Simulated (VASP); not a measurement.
# Ge: relaxation of the atoms with PBE

Crystal: Ge.

```xyz
2
Lattice="0.0000 2.9184 2.9184 2.9184 0.0000 2.9184 2.9184 2.9184 0.0000" Properties=species:S:1:pos:R:3 pbc="T T T"
Ge    5.8368    5.8368    5.8368
Ge    1.4592    1.4592    1.4592
```

The cell isn't the ideal one: a relaxed cell with its volume scaled by 1.04.

```json
{
 "Program": "VASP 6.6.1",
 "Task": "relaxation of the atoms",
 "Functional": "PBE",
 "Potentials or basis": "VASP PAW PBE potentials, release 64 (Ge_d)",
 "Cutoff": "600 eV",
 "k mesh": "10 × 10 × 10",
 "Occupations": "gaussian, width 0.03 eV",
 "Spin": "no spin polarisation",
 "Further INCAR settings": "ALGO = Normal; EDIFF = 1e-07; IBRION = 2; EDIFFG = -0.01; NSW = 40"
}
```

- Pressure after relaxing: -2.1 GPa
- Band gap on the k mesh: none (metal or under the smearing width)

Final structure:
```xyz
2
Lattice="0.0000 2.9184 2.9184 2.9184 0.0000 2.9184 2.9184 2.9184 0.0000" Properties=species:S:1:pos:R:3 pbc="T T T"
Ge    0.0000    0.0000    0.0000
Ge    1.4592    1.4592    1.4592
```

Levels at points of the mesh, in eV from the Fermi level:
| k point | band 11 | band 12 | band 13 | band 14 | band 15 | band 16 | band 17 | band 18 |
| --- | --- | --- | --- | --- | --- | --- | --- | --- |
| (0.00, 0.00, 0.00) | -12.01 | -0.71 | 0.08 | 0.08 | 0.08 | 2.59 | 2.59 | 2.59 |
| (0.50, 0.00, 0.00) | -10.14 | -7.12 | -1.18 | -1.18 | 0.00 | 3.77 | 3.77 | 7.15 |
| (0.50, 0.50, 0.00) | -8.47 | -8.47 | -2.68 | -2.68 | 0.94 | 0.94 | 8.84 | 8.84 |

Run time: 26 s on 1 thread of Intel(R) Xeon(R) 6975P-C (Granite Rapids) (shared host), peak memory 0.21 GiB.

Caveat: the relaxation stopped at its first step, so nothing moved.
